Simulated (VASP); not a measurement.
Calculation: PBE GGA, VASP's PBE PAW potentials (set 64) (plane waves; VASP).

VASP input:

**INCAR**
```
! general
SYSTEM = AlN
PREC   = Accurate
ENCUT  = 530   ! plane-wave cut-off (eV)
LREAL  = F   ! projection in real space or not
LASPH  = T

! electronic loop
EDIFF  = 1E-6   ! SCF stop (eV)
NELM   = 100
ALGO   = Normal   ! blocked Davidson

! smearing
ISMEAR = 0
SIGMA  = 0.05

! functional
GGA    = PE

! ions
IBRION = 2
NSW    = 60
ISIF   = 3   ! ions, shape and volume
EDIFFG = -0.02

! output
LWAVE  = F
LCHARG = F
```

File KPOINTS:
```
Automatic mesh
0
Gamma
7 7 4
0 0 0
```

File POSCAR:
```
AlN
1.0
  3.1302263550   0.0000000000   0.0000000000
 -1.5651131775   2.7108555371   0.0000000000
  0.0000000000   0.0000000000   5.0117898928
Al N
2 2
Direct
  0.3333330000   0.6666670000   0.0000493058
  0.6666670000   0.3333330000   0.5000493058
  0.3333330000   0.6666670000   0.3819506942
  0.6666670000   0.3333330000   0.8819506942
```

POTCAR, in this order: Al N (PBE.64 set). Program: vasp_std.

The run wrote:

### OSZICAR
```
       N       E                     dE             d eps       ncg     rms          rms(c)
DAV:   1     0.498511129832E+02    0.49851E+02   -0.76122E+03   576   0.120E+03
DAV:   2    -0.307633061751E+02   -0.80614E+02   -0.74617E+02   848   0.224E+02
DAV:   3    -0.344301553407E+02   -0.36668E+01   -0.36541E+01   748   0.521E+01
DAV:   4    -0.344602450593E+02   -0.30090E-01   -0.30084E-01   668   0.546E+00
DAV:   5    -0.344607029704E+02   -0.45791E-03   -0.45790E-03   720   0.686E-01    0.121E+01
DAV:   6    -0.297739910912E+02    0.46867E+01   -0.17020E+01   696   0.316E+01    0.421E+00
DAV:   7    -0.297911099580E+02   -0.17119E-01   -0.62337E-01   628   0.632E+00    0.287E+00
DAV:   8    -0.297841854322E+02    0.69245E-02   -0.76675E-02   648   0.296E+00    0.484E-01
DAV:   9    -0.297795331984E+02    0.46522E-02   -0.19802E-02   712   0.105E+00    0.242E-01
DAV:  10    -0.297800990221E+02   -0.56582E-03   -0.23399E-03   676   0.370E-01    0.129E-01
DAV:  11    -0.297800270227E+02    0.71999E-04   -0.21787E-04   672   0.119E-01    0.327E-02
DAV:  12    -0.297800289953E+02   -0.19726E-05   -0.85692E-06   624   0.302E-02    0.916E-03
DAV:  13    -0.297800286853E+02    0.31005E-06   -0.61249E-06   696   0.185E-02
   1 F= -.29780029E+02 E0= -.29780029E+02  d E =-.297800E+02
```

### OUTCAR
```
------------------------ aborting loop because EDIFF is reached ----------------------------------------
  FORCE on cell =-STRESS in cart. coord.  units (eV):
  Direction    XX          YY          ZZ          XY          YZ          ZX
  --------------------------------------------------------------------------------------
  Total       -0.0331576     -0.0331576      0.0436349      0.0000000      0.0000000      0.0000000
  in kB       -1.2491600     -1.2491600      1.6438769      0.0000000      0.0000000      0.0000000
  external PRESSURE =      -0.2848143 kB  Pullay stress =       0.0000000 kB
  volume of cell :       42.53
      direct lattice vectors                 reciprocal lattice vectors
     3.130226355  0.000000000  0.000000000     0.319465715  0.184443617  0.000000000
    -1.565113178  2.710855537  0.000000000     0.000000000  0.368887234  0.000000000
     0.000000000  0.000000000  5.011789893     0.000000000  0.000000000  0.199529514
  FREE ENERGIE OF THE ION-ELECTRON SYSTEM (eV)
  ---------------------------------------------------
  free  energy   TOTEN  =       -29.7800286853 eV

  energy  without entropy=      -29.7800286853  energy(sigma->0) =      -29.78002869

 reached required accuracy - stopping structural energy minimisation
```
(Selected blocks of OUTCAR.)

**OUTCAR**
```
 val. band max:        5.9857959608   @ k =   0.0000   0.0000   0.0000

 cond. band min:      10.0315003570   @ k =   0.0000   0.0000   0.0000


 Fermi energy:         6.2498433334

 k-point     1 :       0.0000    0.0000    0.0000
  band No.  band energies     occupation
      1      -9.0991      2.00000
      2      -7.0076      2.00000
      3       0.0705      2.00000
      4       5.1230      2.00000
      5       5.1231      2.00000
      6       5.7693      2.00000
      7       5.7693      2.00000
      8       5.9858      2.00000
      9      10.0315      0.00000
     10      12.4843      0.00000
     11      16.4524      0.00000
     12      16.9995      0.00000

 k-point     2 :       0.1429    0.0000    0.0000
  band No.  band energies     occupation
      1      -8.8477      2.00000
      2      -6.8699      2.00000
      3       0.3731      2.00000
      4       4.0386      2.00000
      5       4.7520      2.00000
      6       4.8238      2.00000
      7       5.7143      2.00000
      8       5.8639      2.00000
      9      11.0588      0.00000
     10      13.3737      0.00000
     11      15.4220      0.00000
     12      15.7823      0.00000

 k-point     3 :       0.2857    0.0000    0.0000
  band No.  band energies     occupation
      1      -8.1675      2.00000
      2      -6.5765      2.00000
      3       1.2266      2.00000
      4       2.0968      2.00000
      5       3.1470      2.00000
      6       4.3025      2.00000
      7       5.3887      2.00000
      8       5.5067      2.00000
      9      12.1715      0.00000
     10      13.1405      0.00000
     11      13.7885      0.00000
     12      16.0693      0.00000

 k-point     4 :       0.4286   -0.0000    0.0000
  band No.  band energies     occupation
      1      -7.3629      2.00000
      2      -6.4712      2.00000
      3       0.7775      2.00000
      4       2.0118      2.00000
      5       2.3882      2.00000
      6       3.9601      2.00000
...
```

The compound is AlN in the wurtzite structure. It was relaxed first. The start is the result of an earlier pass.
